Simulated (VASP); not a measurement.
Output of a VASP run:

File OSZICAR:
```
       N       E                     dE             d eps       ncg     rms          rms(c)
DAV:   1     0.110464719995E+03    0.11046E+03   -0.84772E+03   759   0.147E+03
DAV:   2    -0.469069917208E+00   -0.11093E+03   -0.10761E+03   769   0.321E+02
DAV:   3    -0.857779611746E+01   -0.81087E+01   -0.80091E+01  1009   0.925E+01
DAV:   4    -0.879710196260E+01   -0.21931E+00   -0.21917E+00   835   0.166E+01
DAV:   5    -0.880839979006E+01   -0.11298E-01   -0.11297E-01  1142   0.341E+00    0.527E+00
DAV:   6    -0.842795821777E+01    0.38044E+00   -0.75025E-01  1079   0.150E+01    0.323E+00
DAV:   7    -0.840498004540E+01    0.22978E-01   -0.18969E-01  1054   0.360E+00    0.120E+00
DAV:   8    -0.840538077446E+01   -0.40073E-03   -0.15619E-02   942   0.180E+00    0.324E-01
DAV:   9    -0.840611223689E+01   -0.73146E-03   -0.23650E-03   945   0.742E-01    0.186E-01
DAV:  10    -0.840615734421E+01   -0.45107E-04   -0.20588E-04   957   0.122E-01    0.129E-01
DAV:  11    -0.840621809568E+01   -0.60751E-04   -0.53288E-05   869   0.538E-02    0.387E-02
DAV:  12    -0.840623146690E+01   -0.13371E-04   -0.40958E-05   900   0.110E-01    0.198E-02
DAV:  13    -0.840623164631E+01   -0.17941E-06   -0.19681E-06   776   0.143E-02
   1 F= -.84062316E+01 E0= -.84062316E+01  d E =-.840623E+01
```

### OUTCAR
```
------------------------ aborting loop because EDIFF is reached ----------------------------------------
  FORCE on cell =-STRESS in cart. coord.  units (eV):
  Direction    XX          YY          ZZ          XY          YZ          ZX
  --------------------------------------------------------------------------------------
  Total        0.0140741      0.0140741      0.0140741     -0.0000000      0.0000000     -0.0000000
  in kB        0.4269131      0.4269131      0.4269131     -0.0000000      0.0000000     -0.0000000
  external PRESSURE =       0.4269131 kB  Pullay stress =       0.0000000 kB
  volume of cell :       52.82
      direct lattice vectors                 reciprocal lattice vectors
     0.000000000  2.977973987  2.977973987    -0.167899385  0.167899385  0.167899385
     2.977973987  0.000000000  2.977973987     0.167899385 -0.167899385  0.167899385
     2.977973987  2.977973987  0.000000000     0.167899385  0.167899385 -0.167899385
  FREE ENERGIE OF THE ION-ELECTRON SYSTEM (eV)
  ---------------------------------------------------
  free  energy   TOTEN  =        -8.4062316463 eV

  energy  without entropy=       -8.4062316463  energy(sigma->0) =       -8.40623165

 reached required accuracy - stopping structural energy minimisation
```
(Selected blocks of OUTCAR.)

POSCAR:
```
InP
1
    0.0000000000     2.9779739869     2.9779739869
    2.9779739869     0.0000000000     2.9779739869
    2.9779739869     2.9779739869     0.0000000000
In P
1 1
Direct
  0.0000000000   0.0000000000   0.0000000000
  0.2500000000   0.2500000000   0.2500000000
```

### Question
Reconstruct the remaining input files.

### Answer
This is not unique; one that fits is the input of the run itself, PBE GGA, plane waves, VASP's PBE PAW potentials (set 64).

**INCAR**
```
SYSTEM = InP
PREC = Accurate; ENCUT = 500; LREAL = .False.
LASPH = .True.
EDIFF = 1E-6; NELM = 100; ALGO = Normal
LMAXMIX = 4
ISMEAR = 0; SIGMA = 0.05
GGA = PE
IBRION = 2; NSW = 40; ISIF = 3
EDIFFG = -0.02
LWAVE = .False.; LCHARG = .False.
```

**KPOINTS**
```
Automatic mesh
0
Gamma
8 8 8
0 0 0
```

POTCAR, in this order: In_d P (PBE.64 set). Program: vasp_std.

The compound is InP in the zinc blende structure. It was relaxed first.
